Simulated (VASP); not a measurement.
Data:

```
CELL_PARAMETERS angstrom
      0.00000     3.02970     3.02970
      3.02970     0.00000     3.02970
      3.02970     3.02970     0.00000
ATOMIC_POSITIONS crystal
  Al 0.25000 0.25000 0.25000
  Al 0.75000 0.75000 0.75000
  Au 0.00000 0.00000 0.00000
```

Computed with MS2 meta-GGA, VASP's PBE PAW potentials (set 64) (plane waves; VASP 6.6.1). Run with 520 eV cut-off, 9×9×9 Γ-centred mesh, first-order Methfessel-Paxton smearing of 0.10 eV, potentials Al Au.

Task: Give the stress tensor in GPa (positive for a compressed cell).

Result: 
```
-3.21   0.00   0.00
 0.00  -3.21   0.00
 0.00   0.00  -3.21
```
The pressure is its mean diagonal, -3.21 GPa.

The compound is AuAl2 in the fluorite structure. This cell is one point of a volume scan, at 1.03 of the reference volume. The electron count is odd and the run is not spin-polarised, which forces a metal.
